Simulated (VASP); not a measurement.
Calculation: PBEsol GGA, VASP's PBE PAW potentials (set 64) (plane waves; VASP).

Input for VASP

POSCAR:
```
Ru
1.0
  1.3439916430  -2.3278619626   0.0000000000
  1.3439916430   2.3278619626   0.0000000000
  0.0000000000   0.0000000000   4.2556656116
Ru
2
Cart
  1.3439916430   0.7759555394   1.0639164029
  1.3439916430  -0.7759555394   3.1917492087
```

KPOINTS:
```
Automatic mesh
0
Gamma
15 15 9
0 0 0
```

### INCAR
```
SYSTEM = Ru
PREC = Accurate
ENCUT = 500
EDIFF = 1E-6
NELM = 100
ALGO = Normal
LREAL = .FALSE.
LASPH = .TRUE.
ISMEAR = 1
SIGMA = 0.1
GGA = PS
LMAXMIX = 4
LWAVE = .FALSE.
LCHARG = .FALSE.
IBRION = 2
ISIF = 3
NSW = 40
EDIFFG = -0.02
```

POTCAR, in this order: Ru_pv (PBE.64 set). Program: vasp_std.

Output

OSZICAR:
```
       N       E                     dE             d eps       ncg     rms          rms(c)
DAV:   1     0.276450192146E+03    0.27645E+03   -0.17842E+04  4876   0.169E+03
DAV:   2    -0.152237743120E+02   -0.29167E+03   -0.28616E+03  5126   0.487E+02
DAV:   3    -0.218498693719E+02   -0.66261E+01   -0.64385E+01  5176   0.783E+01
DAV:   4    -0.219361630718E+02   -0.86294E-01   -0.85288E-01  5854   0.712E+00
DAV:   5    -0.219372640995E+02   -0.11010E-02   -0.11010E-02  5304   0.799E-01    0.202E+01
DAV:   6    -0.204641458950E+02    0.14731E+01   -0.39484E+00  4916   0.207E+01    0.510E+00
DAV:   7    -0.203578171092E+02    0.10633E+00   -0.31342E-01  5002   0.525E+00    0.108E+00
DAV:   8    -0.203467744655E+02    0.11043E-01   -0.69522E-03  5042   0.992E-01    0.203E-01
DAV:   9    -0.203464685030E+02    0.30596E-03   -0.82539E-04  6052   0.326E-01    0.415E-02
DAV:  10    -0.203464888242E+02   -0.20321E-04   -0.21282E-05  5354   0.454E-02    0.580E-03
DAV:  11    -0.203464891846E+02   -0.36046E-06   -0.91665E-07  3198   0.886E-03
   1 F= -.20346489E+02 E0= -.20346082E+02  d E =-.203465E+02
```

File OUTCAR:
```
------------------------ aborting loop because EDIFF is reached ----------------------------------------
  FORCE on cell =-STRESS in cart. coord.  units (eV):
  Direction    XX          YY          ZZ          XY          YZ          ZX
  --------------------------------------------------------------------------------------
  Total       -0.0022229     -0.0022229     -0.0033857      0.0000000     -0.0000000      0.0000000
  in kB       -0.1337465     -0.1337465     -0.2037103      0.0000000     -0.0000000      0.0000000
  external PRESSURE =      -0.1570678 kB  Pullay stress =       0.0000000 kB
  volume of cell :       26.63
      direct lattice vectors                 reciprocal lattice vectors
     1.343991643 -2.327861963  0.000000000     0.372026123 -0.214789368  0.000000000
     1.343991643  2.327861963  0.000000000     0.372026123  0.214789368  0.000000000
     0.000000000  0.000000000  4.255665612     0.000000000  0.000000000  0.234980868
 POSITION                                       TOTAL-FORCE (eV/Angst)
 -----------------------------------------------------------------------------------
      1.34399      0.77596      1.06392         0.000000      0.000000      0.000000
      1.34399     -0.77596      3.19175        -0.000000     -0.000000      0.000000
 -----------------------------------------------------------------------------------
    total drift:                               -0.000012      0.000497     -0.000045
  FREE ENERGIE OF THE ION-ELECTRON SYSTEM (eV)
  ---------------------------------------------------
  free  energy   TOTEN  =       -20.3464891846 eV

  energy  without entropy=      -20.3452667247  energy(sigma->0) =      -20.34608170

 reached required accuracy - stopping structural energy minimisation
```
(Selected blocks of OUTCAR.)

File OUTCAR:
```
 val. band max:       13.0307407709   @ k =   0.2667   0.2000   0.2222

 cond. band min:      13.0383328945   @ k =   0.2667   0.0000   0.3333


 Fermi energy:        13.0358670310

 k-point     1 :       0.0000    0.0000    0.0000
  band No.  band energies     occupation
      1     -30.6179      2.00000
      2     -29.6224      2.00000
      3     -29.6224      2.00000
      4     -29.4413      2.00000
      5     -29.4413      2.00000
      6     -29.3927      2.00000
      7       4.8721      2.00000
      8       6.6642      2.00000
      9      10.3716      2.00000
     10      10.3716      2.00000
     11      10.5539      2.00000
     12      11.0781      2.00000
     13      11.0781      2.00000
     14      11.6319      2.00000
     15      11.6319      2.00000
     16      14.2876     -0.00000
     17      14.2876     -0.00000
     18      14.3128     -0.00000

 k-point     2 :       0.0667   -0.0000    0.0000
  band No.  band energies     occupation
      1     -30.6016      2.00000
      2     -29.6573      2.00000
      3     -29.6342      2.00000
      4     -29.4777      2.00000
      5     -29.4460      2.00000
      6     -29.4002      2.00000
      7       5.0411      2.00000
      8       6.7944      2.00000
      9      10.0517      2.00000
     10      10.5097      2.00000
     11      10.8308      2.00000
     12      11.0052      2.00000
     13      11.2055      2.00000
     14      11.4588      2.00000
     15      11.5261      2.00000
     16      12.9679      1.90545
     17      14.3541     -0.00000
     18      15.8644      0.00000

 k-point     3 :       0.1333    0.0000    0.0000
  band No.  band energies     occupation
      1     -30.5542      2.00000
      2     -29.7559      2.00000
      3     -29.6667      2.00000
      4     -29.5792      2.00000
      5     -29.4600      2.00000
      6     -29.4227      2.00000
      7       5.5200      2.00000
      8       7.1333      2.00000
      9       9.6208      2.00000
...
```

The compound is Ru in the hcp structure. It was relaxed first.
